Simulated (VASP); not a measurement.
```yaml
crystal:
  lattice:
    - [2.84825, 1.64444, 2.33556]
    - [-2.84825, 1.64444, 2.33556]
    - [0.00000, -3.28888, 2.33556]
  atoms:
    - { symbol: Ba, position: [0.98730, 0.00401, 0.02187] }
    - { symbol: Ti, position: [0.51548, 0.52287, 0.49945] }
    - { symbol: O, position: [0.48178, 0.94661, 0.47888] }
    - { symbol: O, position: [0.49370, 0.49772, 0.96831] }
    - { symbol: O, position: [0.99283, 0.49987, 0.50257] }
```

Calculation: LDA (Ceperley-Alder, Perdew-Zunger), VASP's LDA PAW potentials (set 64) (plane waves; VASP). Settings: 400 eV cut-off, 5×5×5 Γ-centred mesh, Gaussian smearing of 0.010 eV, potentials Ba_sv Ti_sv O.

At this cut-off the stress carries a Pulay error, which pulls relaxed volumes low.

Task: Estimate the energy per atom (σ→0), pressure, largest force.

Result: 
The energy per atom (σ→0) is -8.774 eV/atom, the pressure is -66.6 kbar and the largest force is 2.642 eV/Å.

The structure comes from a computed database's BaTiO3 entry; how it stands against other phases isn't given here. The cell was not relaxed at this level.
